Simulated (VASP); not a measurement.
Level of theory: PBE GGA with D4 dispersion, VASP's PBE PAW potentials (set 64) (plane waves; VASP).

The input files of a VASP run:

KPOINTS:
```
kpoints
0
G
 13 13 7
0 0 0
```

INCAR:
```
ALGO=Normal
EDIFF=1E-6
EDIFFG=-0.01
ENCUT=520
GGA=PE
IBRION=2
ISIF=3
ISMEAR=1
IVDW=13
LASPH=.True.
LCHARG=.False.
LMAXMIX=4
LREAL=.False.
LWAVE=.False.
NELM=100
NSW=60
PREC=Accurate
SIGMA=0.1
SYSTEM=Ti
```

### POSCAR
```
Ti
1.0
  1.4750000000  -2.5547750000   0.0000000000
  1.4750000000   2.5547750000   0.0000000000
  0.0000000000   0.0000000000   4.6800000000
Ti
2
Direct
  0.3333330000   0.6666670000   0.2500000000
  0.6666670000   0.3333330000   0.7500000000
```

POTCAR, in this order: Ti_sv (PBE.64 set). Program: vasp_std.

Energy and stress use the plane-wave basis of the starting cell.

### Question
Predict the energy per atom (σ→0), dispersion energy, volume per atom, band gap (on the k-mesh).

### Answer

```
Item                                                        Result
------------------------  ----------------------------------------
energy per atom (σ→0)                               -8.039 eV/atom
dispersion energy                                        -0.410 eV
band gap (on the k-mesh)  none (metal, semimetal or under 0.01 eV)
volume per atom                                      17.07 Å³/atom
```

OSZICAR:
```
...
DAV:   3    -0.156588546274E+02    0.91998E-02   -0.12338E-01  3696   0.238E+00    0.329E-01
DAV:   4    -0.156631413912E+02   -0.42868E-02   -0.24396E-02  3784   0.110E+00    0.140E-01
DAV:   5    -0.156667507786E+02   -0.36094E-02   -0.80464E-03  3400   0.607E-01    0.198E-01
DAV:   6    -0.156675841987E+02   -0.83342E-03   -0.25547E-03  3992   0.415E-01    0.605E-02
DAV:   7    -0.156677498835E+02   -0.16568E-03   -0.36600E-04  3504   0.149E-01    0.720E-03
DAV:   8    -0.156677642249E+02   -0.14341E-04   -0.51427E-05  4168   0.419E-02    0.490E-03
DAV:   9    -0.156677633724E+02    0.85251E-06   -0.15487E-06  2008   0.122E-02
   3 F= -.16078185E+02 E0= -.16078086E+02  d E =-.129793E-01
```

The compound is Ti in the hcp structure. This run relaxes it. Symmetry was kept, so distortions that lower it aren't found.
